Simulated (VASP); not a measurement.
An input for Quantum ESPRESSO's pw.x (written as the equivalent of a VASP run, and not itself run):

```
&CONTROL
  calculation = 'scf'
  pseudo_dir = './pseudo'
  outdir = './out'
  tprnfor = .true.
  tstress = .true.
/
&SYSTEM
  ibrav = 0
  nat = 2
  ntyp = 2
  ecutwfc = 86
  occupations = 'tetrahedra'
  input_dft = 'pbe'
  vdw_corr = 'grimme-d3'
  dftd3_version = 4
  dftd3_threebody = .false.
/
&ELECTRONS
  conv_thr = 7.3e-09
  electron_maxstep = 100
/
ATOMIC_SPECIES
  Mg 24.305 Mg.upf
  Se 78.971 Se.upf
CELL_PARAMETERS angstrom
     0.0000000    2.7103572    2.7103572
     2.7103572    0.0000000    2.7103572
     2.7103572    2.7103572    0.0000000
ATOMIC_POSITIONS crystal
  Mg   0.0000000  0.0000000  0.0000000
  Se   0.5000000  0.5000000  0.5000000
K_POINTS automatic
  9 9 9 0 0 0
```

Question: Write the VASP files for the same calculation (PBE-D3(BJ)).

Answer: This is not unique; one that fits is 
INCAR:
```
IVDW = 12
ALGO = Normal
LWAVE = F
ENCUT = 520   ! plane-wave cut-off (eV)
SYSTEM = MgSe
NELM = 100   ! most electronic steps
PREC = Accurate
GGA = PE   ! PBE
ISIF = 2   ! forces and stress, cell fixed
ISMEAR = -5   ! tetrahedra, Bloechl
NEDOS = 601
LCHARG = T
LASPH = T
LREAL = F   ! projection in real space or not
LORBIT = 11   ! lm-projected
LMAXMIX = 4   ! l cut-off of mixed one-centre charges
EDIFF = 1E-7   ! SCF stop (eV)
```

**POSCAR**
```
MgSe
1
    0.0000000000     2.7103572224     2.7103572224
    2.7103572224     0.0000000000     2.7103572224
    2.7103572224     2.7103572224     0.0000000000
Mg Se
1 1
Direct
  0.0000000000   0.0000000000   0.0000000000
  0.5000000000   0.5000000000   0.5000000000
```

**KPOINTS**
```
Automatic mesh
0
Gamma
9 9 9
0 0 0
```

POTCAR, in this order: Mg Se (PBE.64 set). Program: vasp_std.

What does not carry over: the potentials are each code's own (VASP's PAW set, PseudoDojo norm-conserving files in pw.x), so ENCUT and ecutwfc are chosen apart and not converted; conv_thr bounds pw.x's estimated SCF error, while EDIFF bounds the energy change between steps.

The compound is MgSe in the rock salt structure. It was relaxed first.
